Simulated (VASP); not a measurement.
Here is the system:

```
CELL_PARAMETERS angstrom
      3.98724     0.00000     0.00000
      0.00000     5.63881     0.00000
      0.00000     0.00000    26.82678
ATOMIC_POSITIONS crystal
  Ca 0.00000 0.00000 0.31421
  Ca 0.50000 0.50000 0.38853
  Ca 0.00000 0.00000 0.46284
  Ca 0.50000 0.50000 0.53716
  Ca 0.00000 0.00000 0.61147
  Ca 0.50000 0.50000 0.68579
  S  0.50000 0.00000 0.38853
  S  0.00000 0.50000 0.31421
  S  0.50000 0.00000 0.53716
  S  0.00000 0.50000 0.46284
  S  0.50000 0.00000 0.68579
  S  0.00000 0.50000 0.61147
```

Method: PBEsol GGA, VASP's PBE PAW potentials (set 64) (plane waves; VASP). Settings: PREC = Normal, EDIFF = 1E-5, 400 eV cut-off, 5×4×1 Γ-centred mesh, Gaussian smearing of 0.050 eV, potentials Ca_sv S.

Problem. The ions are relaxed. Which structure does the run end with?

Solution. 
```
CELL_PARAMETERS angstrom
      3.98724     0.00000     0.00000
      0.00000     5.63881     0.00000
      0.00000     0.00000    26.82678
ATOMIC_POSITIONS crystal
  Ca 0.00000 0.00000 0.32047
  Ca 0.50000 0.50000 0.38415
  Ca 0.00000 0.00000 0.46494
  Ca 0.50000 0.50000 0.53506
  Ca 0.00000 0.00000 0.61585
  Ca 0.50000 0.50000 0.67953
  S  0.50000 0.00000 0.38800
  S  0.00000 0.50000 0.31363
  S  0.50000 0.00000 0.53768
  S  0.00000 0.50000 0.46232
  S  0.50000 0.00000 0.68637
  S  0.00000 0.50000 0.61200
```

Problem. How much energy does the relaxation gain?

Solution. The energy (σ→0) changes by -18.9 meV/atom, in 7 ionic steps.

```json
[
 {"step": "1", "E(σ→0) (eV)": "-62.4364", "max force (eV/Å)": "0.894", "pressure (GPa)": "-0.84", "volume (Å³)": "603.15"},
 {"step": "2", "E(σ→0) (eV)": "-62.5500", "max force (eV/Å)": "0.615", "pressure (GPa)": "-0.73", "volume (Å³)": "603.15"},
 {"step": "3", "E(σ→0) (eV)": "-62.6354", "max force (eV/Å)": "0.241", "pressure (GPa)": "-0.44", "volume (Å³)": "603.15"},
 {"step": "4", "E(σ→0) (eV)": "-62.6474", "max force (eV/Å)": "0.137", "pressure (GPa)": "-0.41", "volume (Å³)": "603.15"},
 {"step": "5", "E(σ→0) (eV)": "-62.6506", "max force (eV/Å)": "0.108", "pressure (GPa)": "-0.38", "volume (Å³)": "603.15"},
 {"step": "6", "E(σ→0) (eV)": "-62.6560", "max force (eV/Å)": "0.084", "pressure (GPa)": "-0.38", "volume (Å³)": "603.15"},
 {"step": "7", "E(σ→0) (eV)": "-62.6627", "max force (eV/Å)": "0.025", "pressure (GPa)": "-0.37", "volume (Å³)": "603.15"}
]
```

The cell is a thin slab with vacuum, built from CaS (rock salt): (110) face.
